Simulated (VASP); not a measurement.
GeMoAs (space group C2/m): computed properties

All values below come from PBEsol GGA, VASP's PBE PAW potentials (set 64) (plane waves; VASP).

```json
{
 "space_group": "C2/m (12)",
 "cell": "a = 9.2018 Å, b = 3.2386 Å, c = 7.6307 Å, α = γ = 90.00°, β = 119.60°",
 "volume_per_atom": "16.48 Å³/atom",
 "band gap (over mesh and band path)": "none (metal, semimetal or under 0.01 eV)",
 "band_gap_with_spin_orbit_coupling": "none (metallic)",
 "density": "8.18 g/cm³"
}
```

```xyz
6
Lattice="4.6009 -1.6193 0.0029 4.6009 1.6193 0.0029 -3.7735 0.0000 6.6324" Properties=species:S:1:pos:R:3 pbc="T T T"
Ge     3.2492     0.0000     0.6889
Ge     2.1791     0.0000     5.9493
Mo     0.6573     0.0000     1.3354
Mo     4.7710     0.0000     5.3027
As     6.1180     0.0000     3.0810
As    -0.6897     0.0000     3.5572
```

The structure comes from a computed database's GeMoAs entry (C2/m); how it stands against other phases isn't given here. It was relaxed first. Symmetry was kept, so distortions that lower it aren't found.
